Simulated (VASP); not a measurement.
Here is the system:

```yaml
crystal:
  lattice:
    - [2.74007, 0.00000, 0.00000]
    - [-1.37003, 2.37297, 0.00000]
    - [0.00000, 0.00000, 8.81620]
  atoms:
    - { symbol: Ru, position: [0.00000, 0.00000, 0.00000] }
    - { symbol: Ru, position: [0.00000, 0.00000, 0.50000] }
    - { symbol: Ru, position: [0.33333, 0.66667, 0.25000] }
    - { symbol: Ru, position: [0.66667, 0.33333, 0.75000] }
```

Calculation: LDA (Ceperley-Alder, Perdew-Zunger), VASP's LDA PAW potentials (set 64) (plane waves; VASP). Run with 300 eV cut-off, 9×9×3 Γ-centred mesh, Gaussian smearing of 0.10 eV, potentials Ru_pv.

At this cut-off the stress carries a Pulay error, which pulls relaxed volumes low.

### Question
Give the stress tensor in GPa (positive for a compressed cell).

### Answer

```
-25.44    0.00    0.00
  0.00  -25.44    0.00
  0.00    0.00  -26.32
```
The pressure is its mean diagonal, -25.73 GPa.

The structure was generated: Ru was put into an ordered model structure, which need not be its known phase. The cell was not relaxed at this level.
